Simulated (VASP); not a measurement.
A convergence study with VASP on GaN (zinc blende): one setting is varied, all else stays as given below, so the limit is that of these other settings. Each run relaxes cell and ions from the cell shown. The basis is that of the starting cell, so low cut-offs carry a Pulay error.

```yaml
crystal:
  lattice:
    - [0.00000, 2.26000, 2.26000]
    - [2.26000, 0.00000, 2.26000]
    - [2.26000, 2.26000, 0.00000]
  atoms:
    - { symbol: Ga, position: [0.00000, 0.00000, 0.00000] }
    - { symbol: N, position: [0.25000, 0.25000, 0.25000] }
```

The numbers are results of PBE GGA, VASP's PBE PAW potentials (set 64) (plane waves; VASP), not measurements. The tightest run used: 800 eV cut-off, 8×8×8 Γ-centred mesh, Gaussian smearing of 0.050 eV, potentials Ga_d N.

Gaps are read on the run's mesh, which can miss a band edge.

**Question.** The settings run are ENCUT = 250; ENCUT = 300; ENCUT = 350; ENCUT = 450; ENCUT = 500; ENCUT = 550; ENCUT = 600; ENCUT = 650; ENCUT = 750; ENCUT = 800. From which on does the relaxed volume stay within 0.1 Å³/atom of the tightest run?

**Answer.** From ENCUT = 450 on: it is off by 0.065 there and by no more than 0.1 in any finer run, while ENCUT = 350 is off by 0.504.
```json
[
 {"setting": "ENCUT = 250", "relaxed volume (Å³/atom)": "10.206", "E (eV/atom)": "-6.2577", "gap on the mesh (eV)": "2.093", "plane waves": "212", "difference judged (Å³/atom)": "1.563"},
 {"setting": "ENCUT = 300", "relaxed volume (Å³/atom)": "10.875", "E (eV/atom)": "-6.1146", "gap on the mesh (eV)": "1.977", "plane waves": "290", "difference judged (Å³/atom)": "0.893"},
 {"setting": "ENCUT = 350", "relaxed volume (Å³/atom)": "11.264", "E (eV/atom)": "-6.0701", "gap on the mesh (eV)": "1.788", "plane waves": "360", "difference judged (Å³/atom)": "0.504"},
 {"setting": "ENCUT = 450", "relaxed volume (Å³/atom)": "11.703", "E (eV/atom)": "-6.0766", "gap on the mesh (eV)": "1.581", "plane waves": "531", "difference judged (Å³/atom)": "0.065"},
 {"setting": "ENCUT = 500", "relaxed volume (Å³/atom)": "11.762", "E (eV/atom)": "-6.0765", "gap on the mesh (eV)": "1.548", "plane waves": "604", "difference judged (Å³/atom)": "0.006"},
 {"setting": "ENCUT = 550", "relaxed volume (Å³/atom)": "11.767", "E (eV/atom)": "-6.0765", "gap on the mesh (eV)": "1.545", "plane waves": "692", "difference judged (Å³/atom)": "0.001"},
 {"setting": "ENCUT = 600", "relaxed volume (Å³/atom)": "11.759", "E (eV/atom)": "-6.0770", "gap on the mesh (eV)": "1.549", "plane waves": "783", "difference judged (Å³/atom)": "0.009"},
 {"setting": "ENCUT = 650", "relaxed volume (Å³/atom)": "11.756", "E (eV/atom)": "-6.0778", "gap on the mesh (eV)": "1.551", "plane waves": "893", "difference judged (Å³/atom)": "0.012"},
 {"setting": "ENCUT = 750", "relaxed volume (Å³/atom)": "11.763", "E (eV/atom)": "-6.0793", "gap on the mesh (eV)": "1.548", "plane waves": "1090", "difference judged (Å³/atom)": "0.005"},
 {"setting": "ENCUT = 800", "relaxed volume (Å³/atom)": "11.768", "E (eV/atom)": "-6.0798", "gap on the mesh (eV)": "1.546", "plane waves": "1243", "difference judged (Å³/atom)": "0.000"}
]
```

Left out are rungs that failed or repeat a setting and relaxations that didn't move; long series are thinned to 24 rows.

The compound is GaN in the zinc blende structure, a metastable form; wurtzite is the usual one.
